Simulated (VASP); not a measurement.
# AlB2Sb3 (Cmc2_1) in VASP: notebook, part 2 of 2

VASP 6.6.1. The steps go on from the part before.

**3. Band structure, PBE**

Input file INCAR:

```
PREC = Accurate
ENCUT = 520
EDIFF = 1E-6
ISMEAR = 0
SIGMA = 0.1
LREAL = F
LASPH = T
NELM = 60
ALGO = Fast
ISIF = 2
LWAVE = F
LCHARG = F
GGA = PE
NBANDS = 36
KPAR = 4
```

Input file KPOINTS:

```
Automatic mesh
0
Gamma
  6 6 6
```

Input file POSCAR:

```
AlB2Sb3
1.0
    5.9268200000     -3.4186700000      0.0000000000
    5.9268200000      3.4186700000      0.0000000000
    0.0000000000      0.0000000000      6.4607900000
Al B Sb
2 4 6
Direct
    0.8338540000      0.1661460000      0.9995020000
    0.1661460000      0.8338540000      0.4995020000
    0.5185940000      0.8268710000      0.9992550000
    0.1731290000      0.4814060000      0.9992550000
    0.4814060000      0.1731290000      0.4992550000
    0.8268710000      0.5185940000      0.4992550000
    0.4697150000      0.1589890000      0.8597360000
    0.8410110000      0.5302850000      0.8597360000
    0.2149290000      0.7850710000      0.9078050000
    0.5302850000      0.8410110000      0.3597360000
    0.1589890000      0.4697150000      0.3597360000
    0.7850710000      0.2149290000      0.4078050000
```

Input file KPOINTS_OPT:

```
path GXSRAZGYX1A1TY,ZT
15
line-mode
reciprocal
 0.0000000000  0.0000000000  0.0000000000  G
 0.3331784638 -0.3331784638  0.0000000000  X

 0.3331784638 -0.3331784638  0.0000000000  X
 0.0000000000 -0.5000000000  0.0000000000  S

 0.0000000000 -0.5000000000  0.0000000000  S
 0.0000000000 -0.5000000000 -0.5000000000  R

 0.0000000000 -0.5000000000 -0.5000000000  R
 0.3331784638 -0.3331784638 -0.5000000000  A

 0.3331784638 -0.3331784638 -0.5000000000  A
 0.0000000000  0.0000000000 -0.5000000000  Z

 0.0000000000  0.0000000000 -0.5000000000  Z
 0.0000000000  0.0000000000  0.0000000000  G

 0.0000000000  0.0000000000  0.0000000000  G
-0.5000000000 -0.5000000000  0.0000000000  Y

-0.5000000000 -0.5000000000  0.0000000000  Y
-0.3331784638 -0.6668215362  0.0000000000  X1

-0.3331784638 -0.6668215362  0.0000000000  X1
-0.3331784638 -0.6668215362 -0.5000000000  A1

-0.3331784638 -0.6668215362 -0.5000000000  A1
-0.5000000000 -0.5000000000 -0.5000000000  T

-0.5000000000 -0.5000000000 -0.5000000000  T
-0.5000000000 -0.5000000000  0.0000000000  Y

 0.0000000000  0.0000000000 -0.5000000000  Z
-0.5000000000 -0.5000000000 -0.5000000000  T
```

Potentials or basis: VASP PAW PBE potentials, release 64 (Al, B, Sb).

Command:

```sh
$ cat potpaw_PBE.64/Al/POTCAR potpaw_PBE.64/B/POTCAR potpaw_PBE.64/Sb/POTCAR > POTCAR
$ mpirun -np 4 vasp_std > vasp.out
```

OUTCAR:

```text
PREC = Accurate
   ENCUT = 520
   EDIFF = 1E-6
   ISMEAR = 0
   LREAL = F
   LASPH = T
   NELM = 60
   ISIF = 2
   GGA = PE

 ion  position               nearest neighbor table
   1  0.834  0.166  1.000-  12 2.66   9 2.67   7 2.67   8 2.67
   2  0.166  0.834  0.500-   9 2.66  12 2.67  11 2.67  10 2.67
   3  0.519  0.827  0.999-   8 2.31   7 2.31   9 2.31  10 2.33
   4  0.173  0.481  0.999-   7 2.31   8 2.31   9 2.31  11 2.33
   5  0.481  0.173  0.499-  11 2.31  10 2.31  12 2.31   7 2.33
   6  0.827  0.519  0.499-  10 2.31  11 2.31  12 2.31   8 2.33
   7  0.470  0.159  0.860-   4 2.31   3 2.31   5 2.33   1 2.67   9 3.74   8 3.74   8 3.74   9 3.76
                            12 3.76
   8  0.841  0.530  0.860-   3 2.31   4 2.31   6 2.33   1 2.67   9 3.74   7 3.74   7 3.74   9 3.76
                            12 3.76
   9  0.215  0.785  0.908-   3 2.31   4 2.31   2 2.66   1 2.67   8 3.74   7 3.74   8 3.76   7 3.76
                            11 3.76  10 3.76
  10  0.530  0.841  0.360-   6 2.31   5 2.31   3 2.33   2 2.67  12 3.74  11 3.74  11 3.74  12 3.76
                             9 3.76
[... 1158 lines left out ...]
 [... further k-points ...]

------------------------ aborting loop because EDIFF is reached ----------------------------------------

  FORCE on cell =-STRESS in cart. coord.  units (eV):
  Direction    XX          YY          ZZ          XY          YZ          ZX
  --------------------------------------------------------------------------------------
  -------------------------------------------------------------------------------------
  Total        0.0058123     -0.0134050      0.0343214      0.0000000      0.0000000      0.0000000
  in kB        0.0355684     -0.0820318      0.2100296      0.0000000      0.0000000      0.0000000
  external PRESSURE =       0.0545221 kB  Pullay stress =       0.0000000 kB

 VOLUME and BASIS-vectors are now :
 -----------------------------------------------------------------------------
  energy-cutoff  :      520.00
  volume of cell :      261.82
      direct lattice vectors                 reciprocal lattice vectors
     5.926820000 -3.418670000  0.000000000     0.084362272 -0.146255708  0.000000000
     5.926820000  3.418670000  0.000000000     0.084362272  0.146255708  0.000000000
     0.000000000  0.000000000  6.460790000     0.000000000  0.000000000  0.154779833

 POSITION                                       TOTAL-FORCE (eV/Angst)
 -----------------------------------------------------------------------------------
      5.92682     -2.28267      6.45757         0.000000      0.001176      0.002749
      5.92682      2.28267      3.22718         0.000000     -0.001176      0.002749
      7.97433      1.05390      6.45598         0.003182      0.000523     -0.001610
      3.87931      1.05390      6.45598        -0.003182      0.000523     -0.001610
      3.87931     -1.05390      3.22558        -0.003182     -0.000523     -0.001610
      7.97433     -1.05390      3.22558         0.003182     -0.000523     -0.001610
      3.72622     -1.06227      5.55457         0.000827     -0.000282      0.003184
      8.12742     -1.06227      5.55457        -0.000827     -0.000282      0.003184
      5.92682      1.94913      5.86514         0.000000     -0.002726     -0.005897
      8.12742      1.06227      2.32418        -0.000827      0.000282      0.003184
      3.72622      1.06227      2.32418         0.000827      0.000282      0.003184
      5.92682     -1.94913      2.63474         0.000000      0.002726     -0.005897
 -----------------------------------------------------------------------------------
    total drift:                                0.000000     -0.000000      0.003316

  FREE ENERGIE OF THE ION-ELECTRON SYSTEM (eV)
  ---------------------------------------------------
  free  energy   TOTEN  =       -55.6639860183 eV

  energy  without entropy=      -55.6639859353  energy(sigma->0) =      -55.66398598
```

Wall time 5.9 min (4 MPI ranks of Intel Xeon 6975P-C (Granite Rapids), shared host); peak memory 0.77 GiB.

Results:

```yaml
Free_energy: -55.6640 eV
Pressure: 0.0 GPa
Largest_force: 0.006 eV/Å
Band_gap_on_the_k_mesh: 0.59 eV, indirect (least direct gap 0.76 eV)
Band_gap_along_the_path: 0.59 eV, indirect (least direct gap 0.76 eV)
```

Forces in eV/Å, atoms in the order of the input:
```
Al   0.000  0.001  0.003
Al   0.000 -0.001  0.003
B    0.003  0.001 -0.002
B   -0.003  0.001 -0.002
B   -0.003 -0.001 -0.002
B    0.003 -0.001 -0.002
Sb   0.001  0.000  0.003
Sb  -0.001  0.000  0.003
Sb   0.000 -0.003 -0.006
Sb  -0.001  0.000  0.003
Sb   0.001  0.000  0.003
Sb   0.000  0.003 -0.006
```

Levels at the corners of the path, in eV from the valence-band top:
```
point  band 21  band 22  band 23  band 24  band 25  band 26  band 27  band 28
    Γ    -1.52    -0.25    -0.07     0.00     0.76     1.21     1.30     1.81
    X    -1.94    -1.37    -1.14    -1.08     0.75     0.85     1.08     2.32
    X    -1.94    -1.37    -1.14    -1.08     0.75     0.85     1.08     2.32
    S    -1.65    -1.64    -1.39    -1.18     0.64     2.05     2.18     2.23
    S    -1.65    -1.64    -1.39    -1.18     0.64     2.05     2.18     2.23
    R    -2.04    -2.04    -1.70    -1.70     0.94     0.94     1.87     1.87
    R    -2.04    -2.04    -1.70    -1.70     0.94     0.94     1.87     1.87
    A    -1.90    -1.90    -1.82    -1.82     0.91     0.91     1.27     1.27
    A    -1.90    -1.90    -1.82    -1.82     0.91     0.91     1.27     1.27
    Z    -0.95    -0.95    -0.91    -0.91     1.38     1.38     1.48     1.48
    Z    -0.95    -0.95    -0.91    -0.91     1.38     1.38     1.48     1.48
    Γ    -1.52    -0.25    -0.07     0.00     0.76     1.21     1.30     1.81
    Γ    -1.52    -0.25    -0.07     0.00     0.76     1.21     1.30     1.81
    Y    -1.74    -1.61    -1.38    -1.05     0.59     1.93     2.12     2.35
    Y    -1.74    -1.61    -1.38    -1.05     0.59     1.93     2.12     2.35
   X1    -1.94    -1.37    -1.14    -1.08     0.75     0.85     1.08     2.32
   X1    -1.94    -1.37    -1.14    -1.08     0.75     0.85     1.08     2.32
   A1    -1.90    -1.90    -1.82    -1.82     0.91     0.91     1.27     1.27
   A1    -1.90    -1.90    -1.82    -1.82     0.91     0.91     1.27     1.27
    T    -1.98    -1.98    -1.95    -1.95     1.00     1.00     1.81     1.81
    T    -1.98    -1.98    -1.95    -1.95     1.00     1.00     1.81     1.81
    Y    -1.74    -1.61    -1.38    -1.05     0.59     1.93     2.12     2.35
    Z    -0.95    -0.95    -0.91    -0.91     1.38     1.38     1.48     1.48
    T    -1.98    -1.98    -1.95    -1.95     1.00     1.00     1.81     1.81
```

Caveat: spin-orbit coupling is left out, which moves the levels of the heavy elements.
